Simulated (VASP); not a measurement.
The system is C.

```xyz
4
Lattice="2.4610 0.0000 0.0000 -1.2305 2.1313 0.0000 0.0000 0.0000 6.4397" Properties=species:S:1:pos:R:3 pbc="T T T"
C     0.0000    0.0000    1.6099
C     0.0000    1.4209    1.6099
C     0.0000    0.0000    4.8298
C     1.2305    0.7104    4.8298
```

The cell was built by a generator and needn't be a form met in nature.

Program: VASP 6.6.1. Alike in all runs: task single point; potentials or basis VASP PAW PBE potentials, release 64 (C); no spin polarisation; cell as given; k mesh 16 × 16 × 4; cutoff (eV) 520; smearing fermi-dirac 0.05 eV. Hardware: 1 thread of Intel(R) Xeon(R) Platinum 8259CL CPU @ 2.50GHz (Skylake/Cascade Lake) (shared host).

Question: Order these runs on this cell by their wall time, lowest first.
A. level vdW-DF2
B. level r2SCAN
C. level PBEsol

Answer: C (44 s), A (98 s), B (210 s).
